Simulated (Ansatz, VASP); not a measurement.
# Ni (Ni wire along [110], 9 atoms a period) in two plane-wave programs, part 2 of 2

One calculation is typed for both programs; each brings its own data sets. How far apart do they land? Of the first pair: The structure shown is the start of the Ansatz relaxation below; VASP solves that cell, so the two are compared at the walk's first step.

VASP 6.6.1 and Ansatz 0.2.0.

So far: The starting structure; Ansatz: relaxation, PBE.

## Step 3: VASP: single point, PBE, start cell, pair 1

Level of this step: PBE, spin-polarised from a ferromagnetic start; plane waves and PAW (Ni) (VASP).

The same cell, functional, mesh and smearing now go to VASP, with its own data sets.

Lines of VASP's logs that name or quote its potential files are left out, and so is its time.

INCAR reads:

```
SYSTEM = Ni
PREC = Accurate
ENCUT = 520
EDIFF = 1E-06
NELM = 200
ISMEAR = -1
SIGMA = 0.05
LREAL = .FALSE.
ALGO = Normal
GGA = PE
NBANDS = 65
ISPIN = 2
MAGMOM = 0.77 0.75 0.85 0.77 0.77 0.77 0.77 0.77 0.75
LASPH = .TRUE.
LMAXMIX = 4
LORBIT = 11
LWAVE = .FALSE.
LCHARG = .FALSE.
ISIF = 2
GGA_COMPAT = .FALSE.
KPAR = 2
```

POSCAR reads:

```
Ni
1.0
   13.8400000000      0.0000000000      0.0000000000
    0.0000000000     11.7780000000      0.0000000000
    0.0000000000      0.0000000000      2.4890160000
Ni
9
Direct
    0.2456647399      0.5000000000      0.0000000000
    0.5000000000      0.7113275599      0.0000000000
    0.5000000000      0.5000000000      0.0000000000
    0.7543352601      0.5000000000      0.0000000000
    0.3728323699      0.3943362201      0.5000000000
    0.3728323699      0.6056637799      0.5000000000
    0.6271676301      0.3943362201      0.5000000000
    0.6271676301      0.6056637799      0.5000000000
    0.5000000000      0.2886724401      0.0000000000
```

KPOINTS reads:

```
Automatic mesh
0
Gamma
1 1 33
0 0 0
```

The projector-augmented-wave data sets are Ni (PBE family, release 64).

The run is started by

```
mpirun -np 2 vasp_std
```

Numbers of over 12 decimals in the logs are rounded to 6 here.

Log:

```text
[banner, memory and clock lines left out]
running    2 mpi-ranks, on    1 nodes
 distrk:  each k-point on    1 cores,    2 groups
 distr:  one band on    1 cores,    1 groups

 POSCAR found type information on POSCAR Ni
 POSCAR found :  1 types and       9 ions
 LDA part: xc-table for (Slater+PW92), standard interpolation
 POSCAR, INCAR and KPOINTS ok, starting setup
 FFT: planning ... GRIDC
 FFT: planning ... GRID_SOFT
 FFT: planning ... GRID
 WAVECAR not read
 entering main loop
       N       E                     dE             d eps       ncg     rms          rms(c)
DAV:   1     0.593140296072E+03    0.59314E+03   -0.36649E+04  4420   0.131E+03
DAV:   2    -0.906037494177E+01   -0.60220E+03   -0.57044E+03  4423   0.300E+02
DAV:   3    -0.475402799420E+02   -0.38480E+02   -0.35982E+02  4887   0.108E+02
DAV:   4    -0.482766459190E+02   -0.73637E+00   -0.73355E+00  4981   0.165E+01
DAV:   5    -0.482903903617E+02   -0.13744E-01   -0.13744E-01  6645   0.149E+00    0.249E+01
DAV:   6    -0.531233561463E+02   -0.48330E+01   -0.73162E+01  4905   0.107E+02    0.495E+01
DAV:   7    -0.492802226371E+02    0.38431E+01   -0.11674E+02  4771   0.106E+02    0.280E+01
DAV:   8    -0.438231852846E+02    0.54570E+01   -0.14735E+01  4879   0.497E+01    0.229E+01
DAV:   9    -0.456530642511E+02   -0.18299E+01   -0.17950E+01  4921   0.646E+01    0.275E+01
DAV:  10    -0.417269885927E+02    0.39261E+01   -0.48706E+00  5559   0.466E+01    0.180E+01
DAV:  11    -0.415316382371E+02    0.19535E+00   -0.42679E+00  5507   0.278E+01    0.126E+01
DAV:  12    -0.412468420522E+02    0.28480E+00   -0.12761E+00  4791   0.197E+01    0.540E+00
DAV:  13    -0.412988226359E+02   -0.51981E-01   -0.45356E-01  5444   0.767E+00    0.276E+00
DAV:  14    -0.412873752876E+02    0.11447E-01   -0.15783E-01  5032   0.393E+00    0.242E+00
[...]
DAV:  27    -0.412904103920E+02   -0.74620E-04   -0.47419E-06  4024   0.137E-02    0.754E-03
DAV:  28    -0.412904469538E+02   -0.36562E-04   -0.41572E-06  3560   0.172E-02    0.627E-03
DAV:  29    -0.412904651479E+02   -0.18194E-04   -0.17821E-06  3402   0.979E-03    0.543E-03
DAV:  30    -0.412904735547E+02   -0.84068E-05   -0.61839E-07  3038   0.741E-03    0.238E-03
DAV:  31    -0.412904810158E+02   -0.74610E-05   -0.58292E-07  3097   0.305E-03    0.149E-03
DAV:  32    -0.412904850138E+02   -0.39980E-05   -0.24626E-07  2964   0.188E-03    0.140E-03
DAV:  33    -0.412904861821E+02   -0.11683E-05   -0.90789E-08  2926   0.257E-03    0.532E-04
DAV:  34    -0.412904863762E+02   -0.19410E-06   -0.28015E-08  2915   0.739E-04
   1 F= -.41290486E+02 E0= -.41212244E+02  d E =-.156484E+00  mag=     6.8887
```

Parts of OUTCAR (step 3):

```text
ion  position               nearest neighbor table
   1  0.246  0.500  0.000-   5 2.49   6 2.49   5 2.49   6 2.49
   2  0.500  0.711  0.000-   6 2.49   8 2.49   6 2.49   8 2.49   3 2.49
   3  0.500  0.500  0.000-   5 2.49   6 2.49   7 2.49   8 2.49   5 2.49   6 2.49   7 2.49   8 2.49
                             2 2.49   9 2.49
   4  0.754  0.500  0.000-   7 2.49   8 2.49   7 2.49   8 2.49
   5  0.373  0.394  0.500-   1 2.49   1 2.49   3 2.49   3 2.49   9 2.49   9 2.49   6 2.49
   6  0.373  0.606  0.500-   1 2.49   1 2.49   3 2.49   3 2.49   2 2.49   2 2.49   5 2.49
   7  0.627  0.394  0.500-   4 2.49   4 2.49   3 2.49   3 2.49   9 2.49   9 2.49   8 2.49
   8  0.627  0.606  0.500-   4 2.49   4 2.49   3 2.49   3 2.49   2 2.49   2 2.49   7 2.49
   9  0.500  0.289  0.000-   5 2.49   7 2.49   5 2.49   7 2.49   3 2.49

  LATTYP: Found a simple orthorhombic cell.
 ALAT       =     2.4890160000
 B/A-ratio  =     4.7319904733
 C/A-ratio  =     5.5604303066

 Subroutine GETGRP returns: Found  8 space group operations
 (whereof  8 operations were pure point group operations)

The static configuration has the point symmetry D_2h.

 Found     17 irreducible k-points:

   k-points           NKPTS =     17   k-points in BZ     NKDIM =     17   number of bands    NBANDS=     65

   dimension x,y,z NGX =   108 NGY =   90 NGZ =   20
   dimension x,y,z NGXF=   216 NGYF=  180 NGZF=   40

   ENCUT  =  520.0 eV  38.22 Ry    6.18 a.u.  25.73 21.90  4.63*2*pi/ulx,y,z

   NELECT =      90.0000    total number of electrons

 k-points in reciprocal lattice and weights: Automatic mesh
   0.00000000  0.00000000  0.00000000       0.030
   0.00000000  0.00000000  0.03030303       0.061
   0.00000000  0.00000000  0.06060606       0.061
   0.00000000  0.00000000  0.09090909       0.061
   0.00000000  0.00000000  0.12121212       0.061
   0.00000000  0.00000000  0.15151515       0.061
   0.00000000  0.00000000  0.18181818       0.061
   0.00000000  0.00000000  0.21212121       0.061
   0.00000000  0.00000000  0.24242424       0.061
[...]
0.00000000  0.00000000  0.45454545       0.061
   0.00000000  0.00000000  0.48484848       0.061

 average (electrostatic) potential at core
       1 -92.0792       2 -92.1907       3 -92.6171       4 -92.0792       5 -92.3725
       6 -92.3725       7 -92.3725       8 -92.3725       9 -92.1907

 E-fermi :  -1.1345

 spin component 1
 k-point     1 :       0.0000    0.0000    0.0000
  band No.  band energies     occupation
    ...
     48      -1.7653      1.00000
     49      -1.7095      0.99999
     50      -1.7041      0.99999
     51      -1.4319      0.99740
     52      -1.1461      0.55744
     53      -0.2433      0.00000
     54      -0.0076      0.00000
     55       0.5410      0.00000
     56       0.5699      0.00000
     57       1.6915      0.00000
    ...

 k-point     2 :       0.0000    0.0000    0.0303
  band No.  band energies     occupation
    ...
     47      -1.7864      1.00000
     48      -1.7441      0.99999
     49      -1.7319      0.99999
     50      -1.6829      0.99998
     51      -1.3962      0.99470
     52      -1.1072      0.36686
     53      -0.1899      0.00000
     54       0.0519      0.00000
     55       0.5696      0.00000
     56       0.6044      0.00000
    ...

 k-point     3 :       0.0000    0.0000    0.0606
  band No.  band energies     occupation
    ...
     47      -1.8309      1.00000
     48      -1.8123      1.00000
     49      -1.7453      1.00000
     50      -1.5155      0.99951
     51      -1.2989      0.96400
     52      -1.0021      0.06613
     53      -0.0453      0.00000
     54       0.2169      0.00000
     55       0.6558      0.00000
     56       0.7046      0.00000
    ...

 k-point     4 :       0.0000    0.0000    0.0909
  band No.  band energies     occupation
    ...
     47      -1.8909      1.00000
     48      -1.8435      1.00000
     49      -1.7768      1.00000
     50      -1.3194      0.97582
     51      -1.1574      0.61235
     52      -0.8503      0.00339
     53       0.1599      0.00000
     54       0.4604      0.00000
     55       0.8008      0.00000
     56       0.8634      0.00000
    ...

 k-point     5 :       0.0000    0.0000    0.1212
  band No.  band energies     occupation
    ...
     45      -1.9826      1.00000
     46      -1.9304      1.00000
     47      -1.9282      1.00000
     48      -1.8674      1.00000
     49      -1.8072      1.00000
     50      -1.1083      0.37202
     51      -0.9838      0.04679
     52      -0.6653      0.00008
     53       0.3993      0.00000
     54       0.7602      0.00000
    ...

 k-point     6 :       0.0000    0.0000    0.1515
  band No.  band energies     occupation
    ...
     45      -1.9548      1.00000
     46      -1.9386      1.00000
     47      -1.9288      1.00000
     48      -1.8605      1.00000
     49      -1.8276      1.00000
     50      -0.8828      0.00646
     51      -0.7844      0.00091
     52      -0.4541      0.00000
     53       0.6578      0.00000
     54       1.1024      0.00000
    ...

  Total       -6.8993610     -4.2267988     -8.5807633      0.0000000      0.0000000      0.0000000
  in kB      -27.2448314    -16.6911720    -33.8845072      0.0000000      0.0000000      0.0000000
  external PRESSURE =     -25.9401702 kB  Pullay stress =       0.0000000 kB

  energy-cutoff  :      520.00
  volume of cell :      405.73
      direct lattice vectors                 reciprocal lattice vectors
    13.840000000  0.000000000  0.000000000     0.072254335  0.000000000  0.000000000
     0.000000000 11.778000000  0.000000000     0.000000000  0.084904058  0.000000000
     0.000000000  0.000000000  2.489016000     0.000000000  0.000000000  0.401765196

 POSITION                                       TOTAL-FORCE (eV/Angst)
 -----------------------------------------------------------------------------------
      3.40000      5.88900      0.00000         1.021247     -0.000000     -0.000000
      6.92000      8.37802      0.00000         0.000000     -0.757837      0.000000
      6.92000      5.88900      0.00000         0.000000     -0.000000      0.000000
     10.44000      5.88900      0.00000        -1.021247     -0.000000      0.000000
      5.16000      4.64449      1.24451        -0.048952      0.082529     -0.000000
      5.16000      7.13351      1.24451        -0.048952     -0.082529      0.000000
      8.68000      4.64449      1.24451         0.048952      0.082529     -0.000000
      8.68000      7.13351      1.24451         0.048952     -0.082529      0.000000
      6.92000      3.39998      0.00000         0.000000      0.757837      0.000000
 -----------------------------------------------------------------------------------
    total drift:                                0.000000     -0.000000      0.000000

  FREE ENERGIE OF THE ION-ELECTRON SYSTEM (eV)
  ---------------------------------------------------
  free  energy   TOTEN  =       -41.2904863762 eV

  energy  without entropy=      -41.1340021487  energy(sigma->0) =      -41.21224426

 total charge
# of ion       s       p       d       tot
------------------------------------------
    1        0.477   0.243   8.329   9.049
    2        0.479   0.287   8.322   9.087
    3        0.484   0.483   8.308   9.275
    4        0.477   0.243   8.329   9.049
    5        0.477   0.381   8.295   9.152
    6        0.477   0.381   8.295   9.152
    7        0.477   0.381   8.295   9.152
    8        0.477   0.381   8.295   9.152
    9        0.479   0.287   8.322   9.087
--------------------------------------------------
tot          4.302   3.066  74.789  82.157

 magnetization (x)
# of ion       s       p       d       tot
------------------------------------------
    1        0.002  -0.009   0.787   0.780
    2        0.004  -0.009   0.747   0.742
    3       -0.006  -0.028   0.825   0.792
    4        0.002  -0.009   0.787   0.780
    5       -0.005  -0.021   0.789   0.764
    6       -0.005  -0.021   0.789   0.764
    7       -0.005  -0.021   0.789   0.764
    8       -0.005  -0.021   0.789   0.764
    9        0.004  -0.009   0.747   0.742
--------------------------------------------------
tot         -0.011  -0.150   7.051   6.890

[... 6 further parts left out ...]
```

## Step 4: Side by side

Known differences besides the potentials themselves: VASP starts from the moments at which Ansatz ended; the data sets hold 162 valence electrons in Ansatz (on its PAW soft_1 files) and 90 in VASP; the cutoff is 420 eV in Ansatz and 520 eV in VASP. Total energies have different zeros and are not compared.

Forces (eV/Å; atoms numbered as in POSCAR):

| atom | Ansatz x, y, z | VASP x, y, z |
| --- | --- | --- |
| Ni1 | 1.035, 0.000, 0.000 | 1.021, 0.000, 0.000 |
| Ni2 | 0.000, -0.775, 0.000 | 0.000, -0.758, 0.000 |
| Ni3 | 0.000, 0.000, 0.000 | 0.000, 0.000, 0.000 |
| Ni4 | -1.035, 0.000, 0.000 | -1.021, 0.000, 0.000 |
| Ni5 | -0.055, 0.076, 0.000 | -0.049, 0.083, 0.000 |
| Ni6 | -0.055, -0.076, 0.000 | -0.049, -0.083, 0.000 |
| Ni7 | 0.055, 0.076, 0.000 | 0.049, 0.083, 0.000 |
| Ni8 | 0.055, -0.076, 0.000 | 0.049, -0.083, 0.000 |
| Ni9 | 0.000, 0.775, 0.000 | 0.000, 0.758, 0.000 |

The forces differ by 6.9 meV/Å r.m.s., which is 2.0 % of the r.m.s. force of 0.348 eV/Å (both taken over all components). Moments aren't recorded for both runs of this pair, so they may hold unlike magnetic states.

## Step 5: Ansatz: relaxation, PBE

This run makes the geometry at which the two programs are then compared. The cell compared in this pair holds 394.62 Å³, against 405.73 Å³ for the pair before.

The structure compared here is the end of the Ansatz relaxation.

input.yaml reads:

```yaml
crystal:
  lattice:
    - [13.84, 0.0, 0.0]
    - [0.0, 11.778, 0.0]
    - [0.0, 0.0, 2.4890158698]
  atoms:
    - { symbol: Ni, position: [0.24566474, 0.500001347, 0.0], spin: 0.8 }
    - { symbol: Ni, position: [0.5, 0.711328896, 0.0], spin: 0.8 }
    - { symbol: Ni, position: [0.5, 0.500001347, 0.0], spin: 0.8 }
    - { symbol: Ni, position: [0.75433526, 0.500001347, 0.0], spin: 0.8 }
    - { symbol: Ni, position: [0.37283237, 0.394337573, 0.5], spin: 0.8 }
    - { symbol: Ni, position: [0.37283237, 0.605665122, 0.5], spin: 0.8 }
    - { symbol: Ni, position: [0.62716763, 0.394337573, 0.5], spin: 0.8 }
    - { symbol: Ni, position: [0.62716763, 0.605665122, 0.5], spin: 0.8 }
    - { symbol: Ni, position: [0.5, 0.288673799, 0.0], spin: 0.8 }
magnetization:
  spin_polarized: true
kpoints:
  mp_grid: { grid: [1, 1, 33] }
scf:
  occupations: { method: fermi_dirac, width: 0.05 }
hamiltonian:
  xc: pbe
  pseudopotentials: { kind: paw, azcp: { folder: soft_1 } }
relax:
  cell: { fix: [a, b, alpha, beta, gamma] }
  max_steps: 45
  f_tol: 0.03
```

The run is started by

```
ansatz run input.yaml --threads 4 --pin off --max-ram 16384MiB --backend cpu --events-out ev --progress --plain --runs-dir out
```

Log:

```text
[...]
Crystal: 9 atoms, lattice volume = 405.728 Å³
Basis set: ecut = 420 eV, 7925 PW (Γ), exchange–correlation on 192×160×36 points (8 copies of the dense FFT grid, shifted against one another)
Bands: 102, of which v1, the nominal top of the filled ones, is band 81 counted from 1 (80 counted from 0)
Symmetry: 8 space group operations
[...]
- { symbol: Ni, position: [0.5, 0.707477, 0.0] }
    - { symbol: Ni, position: [0.5, 0.500000, 0.0] }
    - { symbol: Ni, position: [0.739829, 0.500000, 0.0] }
    - { symbol: Ni, position: [0.375476, 0.391071, 0.5] }
    - { symbol: Ni, position: [0.375476, 0.608929, 0.5] }
    - { symbol: Ni, position: [0.624524, 0.391071, 0.5] }
    - { symbol: Ni, position: [0.624524, 0.608929, 0.5] }
    - { symbol: Ni, position: [0.5, 0.292523, 0.0] }
[key lines of the parts left out:]
SCF converged after 9 iterations
Magnetization: 6.7721 μB (84.3860 up, 77.6140 down)
Free energy (F): -52549.864842 eV
Fermi energy:    1.025909 eV
P = ⅓ Tr σ = -0.0089 GPa (-0.089 kbar)
```

## Step 6: VASP: single point, PBE, relaxed cell, pair 2

The same cell, functional, mesh and smearing now go to VASP, with its own data sets.

Edit INCAR of step 3 so:

```diff
@@ -2,3 +2,3 @@
 PREC = Accurate
-ENCUT = 520
+ENCUT = 600
 EDIFF = 1E-06
```

POSCAR reads:

```
Ni
1.0
   13.8400000000      0.0000000000      0.0000000000
    0.0000000000     11.7780000000      0.0000000000
    0.0000000000      0.0000000000      2.4208614145
Ni
9
Direct
    0.2601706871      0.5000000000      0.0000000000
    0.5000000000      0.7074770195      0.0000000000
    0.5000000000      0.5000000000      0.0000000000
    0.7398293129      0.5000000000      0.0000000000
    0.3754761147      0.3910709175      0.5000000000
    0.3754761147      0.6089290825      0.5000000000
    0.6245238853      0.3910709175      0.5000000000
    0.6245238853      0.6089290825      0.5000000000
    0.5000000000      0.2925229805      0.0000000000
```

KPOINTS is that of step 3.

The run is started by

```
mpirun -np 2 vasp_std
```

Log:

```text
[... set-up lines as in an earlier step ...]
 entering main loop
       N       E                     dE             d eps       ncg     rms          rms(c)
DAV:   1     0.637494578794E+03    0.63749E+03   -0.39867E+04  4428   0.147E+03
DAV:   2    -0.384306986368E+01   -0.64134E+03   -0.60613E+03  4420   0.316E+02
DAV:   3    -0.479270033040E+02   -0.44084E+02   -0.41196E+02  4800   0.119E+02
DAV:   4    -0.488201466594E+02   -0.89314E+00   -0.88961E+00  4950   0.185E+01
[...]
DAV:  34    -0.416559010160E+02   -0.22187E-05   -0.14580E-07  2945   0.262E-03    0.110E-03
DAV:  35    -0.416559022265E+02   -0.12106E-05   -0.11723E-07  2922   0.187E-03    0.811E-04
DAV:  36    -0.416559023036E+02   -0.77089E-07   -0.22255E-08  2938   0.135E-03
   1 F= -.41655902E+02 E0= -.41589262E+02  d E =-.133281E+00  mag=     6.6393
```

Parts of OUTCAR (step 6):

```text
  Total       -0.0694373     -0.0949234      0.0072548      0.0000000     -0.0000000      0.0000000
  in kB       -0.2819200     -0.3853954      0.0294551      0.0000000     -0.0000000      0.0000000
  external PRESSURE =      -0.2126201 kB  Pullay stress =       0.0000000 kB

 POSITION                                       TOTAL-FORCE (eV/Angst)
 -----------------------------------------------------------------------------------
      3.60076      5.88900      0.00000        -0.007221      0.000000      0.000000
      6.92000      8.33266      0.00000         0.000000      0.006162     -0.000000
      6.92000      5.88900      0.00000         0.000000      0.000000      0.000000
     10.23924      5.88900      0.00000         0.007221      0.000000     -0.000000
      5.19659      4.60603      1.21043         0.004675      0.006518     -0.000000
      5.19659      7.17197      1.21043         0.004675     -0.006518     -0.000000
      8.64341      4.60603      1.21043        -0.004675      0.006518      0.000000
      8.64341      7.17197      1.21043        -0.004675     -0.006518      0.000000
      6.92000      3.44534      0.00000         0.000000     -0.006162     -0.000000
 -----------------------------------------------------------------------------------
    total drift:                                0.000000     -0.000000      0.000000

  FREE ENERGIE OF THE ION-ELECTRON SYSTEM (eV)
  ---------------------------------------------------
  free  energy   TOTEN  =       -41.6559023036 eV

  energy  without entropy=      -41.5226208125  energy(sigma->0) =      -41.58926156

 magnetization (x)
# of ion       s       p       d       tot
------------------------------------------
    1       -0.002  -0.012   0.752   0.739
    2        0.002  -0.011   0.729   0.720
    3       -0.007  -0.029   0.833   0.797
    4       -0.002  -0.012   0.752   0.739
    5       -0.005  -0.023   0.754   0.726
    6       -0.005  -0.023   0.754   0.726
    7       -0.005  -0.023   0.754   0.726
    8       -0.005  -0.023   0.754   0.726
    9        0.002  -0.011   0.729   0.720
--------------------------------------------------
tot         -0.026  -0.168   6.812   6.618

[... 1 part as in an earlier step ...]

[... 2 further parts left out ...]
[key lines of the parts left out:]
E-fermi :  -1.0898
```

## Step 7: Comparison

What differs besides the data sets and the points named for the pairs above, as far as they apply: the data sets hold 162 valence electrons in Ansatz (on its PAW soft_1 files) and 90 in VASP; the cutoff is 420 eV in Ansatz and 600 eV in VASP; Ansatz's pressure holds a Pulay correction, VASP's none; site moments are counted in spheres of each program's own size. Total energies have different zeros and are not compared.

Both answers:

| quantity | Ansatz | VASP | difference |
| --- | --- | --- | --- |
| pressure (GPa) | -0.01 | -0.02 | +0.01 |
| total moment (μB) | 6.77 | 6.64 | +0.13 |
| moment on Ni3 (μB) | 0.85 | 0.80 | +0.05 |
| moment on Ni1 (μB) | 0.77 | 0.74 | +0.03 |
| moment on Ni4 (μB) | 0.77 | 0.74 | +0.03 |
| moment on Ni5 (μB) | 0.77 | 0.73 | +0.04 |
| moment on Ni7 (μB) | 0.77 | 0.73 | +0.04 |
| moment on Ni6 (μB) | 0.77 | 0.73 | +0.04 |
| moment on Ni8 (μB) | 0.77 | 0.73 | +0.04 |
| moment on Ni2 (μB) | 0.75 | 0.72 | +0.03 |

At this near-relaxed geometry the largest component of a force difference is 8 meV/Å.

## Step 8: What came out

```
r.m.s. force difference (single point, PBE, start cell, pair 1)      : 2.0 % of the r.m.s. force
difference in total moment (single point, PBE, relaxed cell, pair 2) : 0.13 μB
```

What this shows: The r.m.s. force difference is 2.0 % of the r.m.s. force (single point, PBE, start cell, pair 1), within the 3 % picked in this series as the mark of a large difference. The data sets hold unlike numbers of valence electrons (162 in Ansatz and 90 in VASP), so part of the differences comes from the potentials. How closely two codes agree says nothing of how well the functional describes the real material.

[Lines on the potential files, build, host, timing and source positions are cut from VASP's logs without a mark.]

[Logs are printed without paths, hosts, clocks, repeated set-up lines and the standing remarks that a program may print on its own settings, such as how far it seeks lower states.]

[Hosts, paths, dates, database ids (printed as entryN), source tags and the programs' standing remarks are cut or masked in the printed files.]
